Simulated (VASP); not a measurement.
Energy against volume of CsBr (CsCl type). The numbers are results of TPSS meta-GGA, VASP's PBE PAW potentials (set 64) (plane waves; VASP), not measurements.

| V (Å³/atom) | E (eV/atom) |
|---|---|
| 39.581 | -11.16619 |
| 40.844 | -11.17080 |
| 42.107 | -11.17228 |
| 43.371 | -11.17120 |
| 44.634 | -11.16800 |

Q: Fit a third-order Birch-Murnaghan equation of state.

A: 
```
Quantity                                        Result
---------------------------------------  -------------
volume per atom                          42.17 Å³/atom
bulk modulus                                  10.8 GPa
pressure derivative of the bulk modulus           5.45
lattice constant a                             4.385 Å
```

The compound is CsBr in the CsCl type structure. It was relaxed first, which changed the volume by +7 %.
